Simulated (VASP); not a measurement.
Given:

```
MgI2
1.0
    2.08164    -3.60551     0.00000
    2.08164     3.60551     0.00000
    0.00000     0.00000     6.88195
Mg I
1 2
Direct
  0.00000   0.00000   0.00000
  0.33333   0.66667   0.24200
  0.66667   0.33333   0.75800
```

Method: PBE GGA, VASP's PBE PAW potentials (set 64) (plane waves; VASP). Run with 300 eV cut-off, 5×5×3 Γ-centred mesh, Fermi-Dirac smearing of 0.010 eV, potentials Mg I.

The path is coarsely sampled, so an indirect gap can come out somewhat too large. Unless said otherwise, spin-orbit coupling is left out, though it shifts the bands of the heavy elements here.

**Question.** Give the energies of bands 3 to 11 at the high-symmetry points, in eV from the valence-band maximum.

**Answer.** 
```
band      Γ      M      K      A      L      H
----  -----  -----  -----  -----  -----  -----
3     -3.52  -3.59  -3.33  -2.69  -3.68  -3.17
4     -0.47  -2.81  -2.38  -1.43  -3.18  -2.76
5     -0.47  -1.85  -2.38  -0.37  -1.22  -2.76
6     -0.09  -1.39  -1.89  -0.37  -1.13  -2.20
7     -0.09  -0.90  -1.22  -0.19  -0.80  -0.55
8      0.00  -0.46  -1.22  -0.19  -0.70  -0.55
9      3.66   3.61   3.89   4.61   3.52   4.78
10     4.75   5.31   7.37   4.83   5.21   5.77
11     6.66   5.52   7.37   6.48   5.68   5.77
```

The gap is indirect, 3.49 eV, from the valence maximum at Γ to the conduction minimum at L-M at 0.40.

The structure is a typed MgI2 crystal (P-3m1). The cell was not relaxed at this level.
